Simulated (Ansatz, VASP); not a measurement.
# BN (6H polytype (invented)) in two plane-wave programs

One calculation is typed for both programs; each brings its own data sets. How far apart do they land? The cell is generated by rule, not measured, and may not be a known phase. The cell is taken from a series of runs on this material, whose earlier steps may have relaxed, scaled, displaced or heated it; both programs get it as it stands.

Main program and level: Ansatz 0.2.0; plane waves, with VASP 6.6.1 beside it; relaxation of cell and atoms at r2SCAN.

### Step 1. The structure

It takes space group P6_3mc (No. 186, hexagonal). Conventional cell: a = 2.550 Å, b = 2.550 Å, c = 12.492 Å, α = 90.00°, β = 90.00°, γ = 120.00°. B has 4 N at 1.56 Å nearest. Nearest to B lie 4 N at 1.56 Å. N has 4 B at 1.56 Å nearest. Nearest to N lie 4 B at 1.56 Å. Nearest to N lie 4 B at 1.56 Å. Farther neighbours and most contacts between anions are not listed.

As a file:

```xyz
12
Lattice="2.5500 0.0000 0.0000 -1.2750 2.2084 0.0000 0.0000 0.0000 12.4924" Properties=species:S:1:pos:R:3 pbc="T T T"
B     0.0000    0.0000    0.0000
B     0.0000    1.4722    2.0821
B     1.2750    0.7361    4.1641
B     0.0000    0.0000    6.2462
B     1.2750    0.7361    8.3283
B     0.0000    1.4722   10.4103
N     0.0000    0.0000    1.5615
N     0.0000    1.4722    3.6436
N     1.2750    0.7361    5.7257
N     0.0000    0.0000    7.8077
N     1.2750    0.7361    9.8898
N     0.0000    1.4722   11.9719
```

### Step 2. VASP: relaxation of cell and atoms, r2SCAN

The relaxed volume is the usual yardstick between codes: in a stiff, nearly cubic crystal its relative difference is about their pressure difference at one cell divided by the bulk modulus.

Lines of VASP's logs that name or quote its potential files are left out, and so is its time.

Input file INCAR:

```
SYSTEM = BN
PREC = Accurate
ENCUT = 660
EDIFF = 1E-07
NELM = 120
ISMEAR = 0
SIGMA = 0.02
LREAL = .FALSE.
ALGO = Normal
METAGGA = R2SCAN
LASPH = .TRUE.
NBANDS = 36
LORBIT = 11
LWAVE = .FALSE.
LCHARG = .FALSE.
ISIF = 3
IBRION = 2
NSW = 80
EDIFFG = -0.005
GGA_COMPAT = .FALSE.
NELMIN = 4
EFERMI = MIDGAP
LMIXTAU = .TRUE.
KPAR = 2
```

Input file POSCAR:

```
BN
1.0
    2.5500000000      0.0000000000      0.0000000000
   -1.2750000000      2.2083650000      0.0000000000
    0.0000000000      0.0000000000     12.4923980000
B N
6 6
Direct
    0.0000000000      0.0000000000      0.0000000000
    0.3333332579      0.6666665157      0.1666669602
    0.6666667421      0.3333334843      0.3333330398
    0.0000000000      0.0000000000      0.5000000000
    0.6666667421      0.3333334843      0.6666669602
    0.3333332579      0.6666665157      0.8333330398
    0.0000000000      0.0000000000      0.1250000200
    0.3333332579      0.6666665157      0.2916669802
    0.6666667421      0.3333334843      0.4583329798
    0.0000000000      0.0000000000      0.6250000200
    0.6666667421      0.3333334843      0.7916669802
    0.3333332579      0.6666665157      0.9583329798
```

Input file KPOINTS:

```
Automatic mesh
0
Gamma
9 9 2
0 0 0
```

The projector-augmented-wave data sets are B and N (PBE family, release 64).

On the command line:

```
> mpirun -np 2 vasp_std
```

Numbers of over 12 decimals in the logs are rounded to 6 here.

The program printed:

```text
[banner, memory and clock lines left out]
running    2 mpi-ranks, on    1 nodes
 distrk:  each k-point on    1 cores,    2 groups
 distr:  one band on    1 cores,    1 groups

 POSCAR found type information on POSCAR B N
 POSCAR found :  2 types and      12 ions
|                                                                             |
|               ----> ADVICE to this user running VASP <----                  |
|                                                                             |
|     You enforced a specific xc type in the INCAR file but a different       |
|     [... a line on the potential file left out ...]
|     I HOPE YOU KNOW WHAT YOU ARE DOING!                                     |
|                                                                             |

 LDA part: xc-table for (None), standard interpolation
 POSCAR, INCAR and KPOINTS ok, starting setup
 FFT: planning ... GRIDC
 FFT: planning ... GRID_SOFT
 FFT: planning ... GRID
 WAVECAR not read
 entering main loop
       N       E                     dE             d eps       ncg     rms          rms(c)
DAV:   1     0.219727896264E+03    0.21973E+03   -0.30677E+04  1728   0.165E+03
DAV:   2    -0.119966496650E+03   -0.33969E+03   -0.32041E+03  2216   0.386E+02
DAV:   3    -0.134331078576E+03   -0.14365E+02   -0.14268E+02  2304   0.787E+01
DAV:   4    -0.134488170421E+03   -0.15709E+00   -0.15675E+00  2328   0.865E+00
DAV:   5    -0.134490547795E+03   -0.23774E-02   -0.23756E-02  2244   0.101E+00    0.163E+01
DAV:   6    -0.123267356116E+03    0.11223E+02   -0.11869E+01  2160   0.178E+01    0.877E+00
DAV:   7    -0.115327845107E+03    0.79395E+01   -0.15064E+00  2008   0.913E+00    0.415E+00
DAV:   8    -0.121129939203E+03   -0.58021E+01   -0.15730E+00  1852   0.968E+00    0.309E+00
DAV:   9    -0.115586500677E+03    0.55434E+01   -0.75879E-01  1868   0.654E+00    0.798E-01
DAV:  10    -0.114980987620E+03    0.60551E+00   -0.41362E-01  2176   0.450E+00    0.274E-01
DAV:  11    -0.114983124924E+03   -0.21373E-02   -0.89712E-03  2268   0.598E-01    0.315E-01
DAV:  12    -0.114977601528E+03    0.55234E-02   -0.65609E-03  2016   0.754E-01    0.317E-01
DAV:  13    -0.114885010414E+03    0.92591E-01   -0.33579E-02  1888   0.133E+00    0.844E-01
DAV:  14    -0.114974300273E+03   -0.89290E-01   -0.32314E-02  1872   0.135E+00    0.101E+00
[...]
DAV:  23    -0.114974367339E+03   -0.24310E-06   -0.32681E-06  2092   0.105E-02    0.535E-03
DAV:  24    -0.114974369001E+03   -0.16619E-05   -0.38690E-07  2024   0.542E-03    0.260E-03
DAV:  25    -0.114974367880E+03    0.11212E-05   -0.15554E-07  1240   0.341E-03    0.287E-04
DAV:  26    -0.114974368293E+03   -0.41315E-06   -0.30990E-08  1100   0.138E-03    0.859E-04
DAV:  27    -0.114974367946E+03    0.34733E-06   -0.53455E-09  1084   0.544E-04    0.420E-04
DAV:  28    -0.114974368145E+03   -0.19930E-06   -0.97659E-10  1080   0.261E-04    0.647E-05
DAV:  29    -0.114974368002E+03    0.14318E-06   -0.52623E-10  1076   0.136E-04    0.250E-05
DAV:  30    -0.114974368050E+03   -0.47846E-07   -0.18345E-10  1080   0.840E-05
   1 F= -.11497437E+03 E0= -.11497437E+03  d E =-.114974E+03
[...]
2 F= -.11497626E+03 E0= -.11497626E+03  d E =-.189571E-02
[...]
3 F= -.11498382E+03 E0= -.11498382E+03  d E =-.944764E-02
[...]
4 F= -.11498371E+03 E0= -.11498371E+03  d E =0.104156E-03
[...]
5 F= -.11498408E+03 E0= -.11498408E+03  d E =-.266359E-03
[...]
6 F= -.11498409E+03 E0= -.11498409E+03  d E =-.128772E-04
 trial-energy change:   -0.000013  1 .order   -0.000011   -0.000095    0.000073
 step:   0.4691(harm=  0.4568)  dis= 0.00043  next Energy=  -114.984110 (dE=-0.280E-04)
 bond charge predicted
       N       E                     dE             d eps       ncg     rms          rms(c)
DAV:   1    -0.114984113218E+03   -0.18214E-04   -0.18365E-03  1876   0.244E-01    0.166E-02
DAV:   2    -0.114984106848E+03    0.63696E-05   -0.45524E-05  2280   0.424E-02    0.929E-03
DAV:   3    -0.114984110585E+03   -0.37365E-05   -0.46066E-06  2288   0.151E-02    0.371E-03
DAV:   4    -0.114984107199E+03    0.33858E-05   -0.12667E-06  2168   0.745E-03    0.173E-03
DAV:   5    -0.114984111244E+03   -0.40451E-05   -0.56924E-07  1992   0.632E-03    0.753E-04
DAV:   6    -0.114984109542E+03    0.17021E-05   -0.13028E-07  1328   0.276E-03    0.398E-04
DAV:   7    -0.114984110413E+03   -0.87073E-06   -0.26862E-08  1072   0.118E-03    0.177E-04
DAV:   8    -0.114984109685E+03    0.72822E-06   -0.10862E-08  1044   0.824E-04    0.735E-05
DAV:   9    -0.114984110218E+03   -0.53324E-06   -0.41447E-09  1036   0.530E-04    0.419E-05
DAV:  10    -0.114984109997E+03    0.22057E-06   -0.10943E-09  1020   0.291E-04    0.193E-05
DAV:  11    -0.114984110049E+03   -0.52074E-07   -0.17008E-10   988   0.901E-05
   7 F= -.11498411E+03 E0= -.11498411E+03  d E =-.279992E-04
 curvature:  -0.25 expect dE=-0.443E-06 dE for cont linesearch -0.170E-07
 trial: gam= 0.03574 g(F)=  0.222E-06 g(S)=  0.154E-05 ort =-0.297E-05 (trialstep = 0.739E+00)
 search vector abs. value=  0.172E-05
 reached required accuracy - stopping structural energy minimisation
```

From OUTCAR (step 2):

```text
ion  position               nearest neighbor table
   1  0.000  0.000  0.000-   7 1.56  12 1.56  12 1.56  12 1.56
   2  0.333  0.667  0.167-   8 1.56   7 1.56   7 1.56   7 1.56
   3  0.667  0.333  0.333-   8 1.56   8 1.56   8 1.56   9 1.56
   4  0.000  0.000  0.500-  10 1.56   9 1.56   9 1.56   9 1.56
   5  0.667  0.333  0.667-  11 1.56  10 1.56  10 1.56  10 1.56
   6  0.333  0.667  0.833-  11 1.56  11 1.56  11 1.56  12 1.56
   7  0.000  0.000  0.125-   1 1.56   2 1.56   2 1.56   2 1.56
   8  0.333  0.667  0.292-   3 1.56   3 1.56   3 1.56   2 1.56
   9  0.667  0.333  0.458-   3 1.56   4 1.56   4 1.56   4 1.56
  10  0.000  0.000  0.625-   4 1.56   5 1.56   5 1.56   5 1.56
  11  0.667  0.333  0.792-   6 1.56   6 1.56   6 1.56   5 1.56
  12  0.333  0.667  0.958-   6 1.56   1 1.56   1 1.56   1 1.56

  LATTYP: Found a hexagonal cell.
 ALAT       =     2.5500000000
 C/A-ratio  =     4.8989796078

 Subroutine GETGRP returns: Found 12 space group operations
 (whereof  6 operations were pure point group operations)

The static configuration has the point symmetry C_3v.
 The point group associated with its full space group is C_6v.

 Found     24 irreducible k-points:

   k-points           NKPTS =     24   k-points in BZ     NKDIM =     24   number of bands    NBANDS=     36

   dimension x,y,z NGX =    24 NGY =   24 NGZ =  108
   dimension x,y,z NGXF=    48 NGYF=   48 NGZF=  216

   ENCUT  =  660.0 eV  48.51 Ry    6.96 a.u.   5.34  5.34 26.17*2*pi/ulx,y,z

   NELECT =      48.0000    total number of electrons

 k-points in reciprocal lattice and weights: Automatic mesh
   0.00000000  0.00000000  0.00000000       0.006
   0.11111111  0.00000000  0.00000000       0.037
   0.22222222  0.00000000  0.00000000       0.037
   0.33333333  0.00000000  0.00000000       0.037
   0.44444444  0.00000000  0.00000000       0.037
   0.11111111  0.11111111  0.00000000       0.037
   0.22222222  0.11111111  0.00000000       0.074
   0.33333333  0.11111111  0.00000000       0.074
   0.44444444  0.11111111  0.00000000       0.037
[...]
0.33333333  0.22222222  0.50000000       0.074
   0.33333333  0.33333333  0.50000000       0.012

 average (electrostatic) potential at core
       1 -25.9907       2 -25.9359       3 -25.9580       4 -25.9907       5 -25.9359
       6 -25.9580       7 -63.2290       8 -63.2706       9 -63.2991      10 -63.2290
      11 -63.2706      12 -63.2991

 E-fermi :  10.2212

 k-point     1 :       0.0000    0.0000    0.0000
  band No.  band energies     occupation
    ...
     20       6.7038      2.00000
     21       6.7038      2.00000
     22       7.2139      2.00000
     23       7.3034      2.00000
     24       7.3034      2.00000
     25      16.6627      0.00000
     26      16.6627      0.00000
     27      16.7884      0.00000
     28      17.2048      0.00000
     29      17.3520      0.00000
    ...

 k-point     2 :       0.1111    0.0000    0.0000
  band No.  band energies     occupation
    ...
     20       6.2881      2.00000
     21       6.2955      2.00000
     22       6.3568      2.00000
     23       6.9537      2.00000
     24       7.0497      2.00000
     25      16.2501      0.00000
     26      16.7249      0.00000
     27      16.7646      0.00000
     28      17.1408      0.00000
     29      17.2692      0.00000
    ...

 k-point     3 :       0.2222    0.0000    0.0000
  band No.  band energies     occupation
    ...
     20       4.7563      2.00000
     21       5.5215      2.00000
     22       5.5592      2.00000
     23       6.2749      2.00000
     24       6.3904      2.00000
     25      15.1132      0.00000
     26      15.4646      0.00000
     27      15.9418      0.00000
     28      17.0001      0.00000
     29      17.4327      0.00000
    ...

  Total        0.0131485      0.0131485     -0.0061796      0.0000000     -0.0000000      0.0000000
  in kB        0.2974772      0.2974773     -0.1398112      0.0000000     -0.0000000      0.0000000
  external PRESSURE =       0.1517144 kB  Pullay stress =       0.0000000 kB

  energy-cutoff  :      660.00
  volume of cell :       70.82
      direct lattice vectors                 reciprocal lattice vectors
     2.551952876  0.000000000  0.000000000     0.391856766  0.226238586  0.000000000
    -1.275976438  2.210056241 -0.000000000     0.000000000  0.452477173  0.000000000
     0.000000000  0.000000000 12.556131214    -0.000000000  0.000000000  0.079642366

 POSITION                                       TOTAL-FORCE (eV/Angst)
 -----------------------------------------------------------------------------------
      0.00000      0.00000     12.55263        -0.000000     -0.000000     -0.000845
      0.00000      1.47337      2.09822         0.000000      0.000000      0.000929
      1.27598      0.73669      4.18398         0.000000      0.000000     -0.000357
      0.00000      0.00000      6.27457         0.000000      0.000000     -0.000845
      1.27598      0.73669      8.37628         0.000000     -0.000000      0.000929
      0.00000      1.47337     10.46204         0.000000      0.000000     -0.000357
     -0.00000      0.00000      1.57431         0.000000     -0.000000      0.000249
      0.00000      1.47337      3.66271        -0.000000     -0.000000      0.000528
      1.27598      0.73669      5.74897         0.000000     -0.000000     -0.000504
      0.00000      0.00000      7.85238        -0.000000      0.000000      0.000249
      1.27598      0.73669      9.94077        -0.000000      0.000000      0.000528
      0.00000      1.47337     12.02703        -0.000000      0.000000     -0.000504
 -----------------------------------------------------------------------------------
    total drift:                               -0.000000     -0.000000      0.000889

  FREE ENERGIE OF THE ION-ELECTRON SYSTEM (eV)
  ---------------------------------------------------
  free  energy   TOTEN  =      -114.9841100494 eV

  energy  without entropy=     -114.9841100494  energy(sigma->0) =     -114.98411005

 reached required accuracy - stopping structural energy minimisation

 total charge
# of ion       s       p       d       tot
------------------------------------------
    1        0.679   1.333   0.000   2.012
    2        0.681   1.338   0.000   2.019
    3        0.682   1.342   0.000   2.024
    4        0.679   1.333   0.000   2.012
    5        0.681   1.338   0.000   2.019
    6        0.682   1.342   0.000   2.024
    7        1.225   2.783   0.000   4.008
    8        1.225   2.789   0.000   4.013
    9        1.226   2.786   0.000   4.012
   10        1.225   2.783   0.000   4.008
   11        1.225   2.789   0.000   4.013
   12        1.226   2.786   0.000   4.012
--------------------------------------------------
tot         11.434  24.743   0.000  36.177

[... 3 further parts left out ...]
```

(Part 1 of 2 ends here.)

[Lines on the potential files, build, host, timing and source positions are cut from VASP's logs without a mark.]

[Logs are printed without paths, hosts, clocks, repeated set-up lines and the standing remarks that a program may print on its own settings, such as how far it seeks lower states.]

[Hosts, paths, dates, database ids (printed as entryN), source tags and the programs' standing remarks are cut or masked in the printed files.]
